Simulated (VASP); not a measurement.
A convergence study with VASP on ZrC (space group no. 225 when undisturbed): a few settings are varied, all else stays as given below, so the limit is that of these other settings. One atom is moved off its site, so that forces are finite.

```
ZrC
1.0
    0.00000     2.35705     2.35705
    2.35705     0.00000     2.35705
    2.35705     2.35705     0.00000
Zr C
1 1
Cartesian
  0.00000   0.00000   0.05000
  2.35705   2.35705   2.35705
```

These are PBE GGA, VASP's PBE PAW potentials (set 64) (plane waves; VASP) values and carry that method's errors. The last row used: 400 eV cut-off, 17×17×17 Γ-centred mesh shifted by (0.5, 0.5, 0.5), Fermi-Dirac smearing of 0.10 eV, potentials Zr_sv C.

```tsv
setting	E (eV/atom)	pressure (GPa)	largest force (eV/Å)	irreducible k-points
2×2×2 mesh	-9.7969	-0.49	0.542	3
3×3×3 mesh	-9.7102	-0.62	0.377	10
4×4×4 mesh	-9.7148	-0.97	0.322	20
5×5×5 mesh	-9.7197	-1.08	0.302	39
6×6×6 mesh	-9.7245	-1.13	0.314	63
7×7×7 mesh	-9.7271	-1.17	0.331	100
8×8×8 mesh	-9.7284	-1.20	0.339	144
9×9×9 mesh	-9.7293	-1.20	0.342	205
10×10×10 mesh	-9.7296	-1.21	0.342	275
11×11×11 mesh	-9.7297	-1.22	0.340	366
13×13×13 mesh	-9.7295	-1.21	0.337	595
14×14×14 mesh	-9.7294	-1.21	0.337	735
16×16×16 mesh	-9.7294	-1.21	0.338	1088
17×17×17 mesh	-9.7294	-1.21	0.338	1305
```

Left out are rungs that failed or repeat a setting and relaxations that didn't move; long series are thinned to 24 rows.

The structure is a typed ZrC crystal (space group no. 225). The cell was not relaxed at this level, it is distorted from the ideal structure.
